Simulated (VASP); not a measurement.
OSZICAR of a VASP run on Yb (space group Fm-3m):

**OSZICAR**
```
       N       E                     dE             d eps       ncg     rms          rms(c)
DAV:   1     0.225573814336E+01    0.22557E+01   -0.36842E+03    72   0.581E+02
DAV:   2    -0.128020323900E+01   -0.35359E+01   -0.35358E+01    88   0.446E+01
DAV:   3    -0.128747183555E+01   -0.72686E-02   -0.72684E-02    80   0.244E+00
DAV:   4    -0.128749760741E+01   -0.25772E-04   -0.25772E-04   104   0.149E-01
DAV:   5    -0.128749761238E+01   -0.49681E-08   -0.47963E-08    64   0.162E-03    0.982E+00
DAV:   6    -0.129864655907E+01   -0.11149E-01   -0.16458E-03    64   0.358E-01    0.588E+00
DAV:   7    -0.130576280907E+01   -0.71162E-02   -0.35435E-03    64   0.557E-01    0.497E-02
DAV:   8    -0.130582322221E+01   -0.60413E-04   -0.69427E-05    72   0.799E-02    0.208E-02
DAV:   9    -0.130583514856E+01   -0.11926E-04   -0.12019E-05    64   0.314E-02    0.277E-03
DAV:  10    -0.130583449853E+01    0.65003E-06   -0.14849E-06    64   0.997E-03
   1 F= -.13058345E+01 E0= -.13052202E+01  d E =-.122862E-02
```

### Question
Which electronic solver shows in the log?

### Answer
It is blocked Davidson (ALGO = Normal, or the opening steps of other solvers). The INCAR had ALGO = Normal.

### Question
Can the final energy be trusted as converged?

### Answer
Self-consistency was reached. It stopped with EDIFF = 1E-6, NELM = 100 (PBE GGA, plane waves, VASP's PBE PAW potentials (set 64)). The 4f electrons are frozen in the core of the lanthanide potential, so 4f levels, which can set the real gap, and their magnetism are missing.

The structure is a typed Yb crystal. The cell was not relaxed at this level. The k-mesh is coarse (spacing up to 0.66 per Å, 2π included), so the numbers may not be converged in it. The run is one of a series of settings (KPOINTS 3×3×3 Γ-centred mesh against the base run), some of them coarse on purpose.
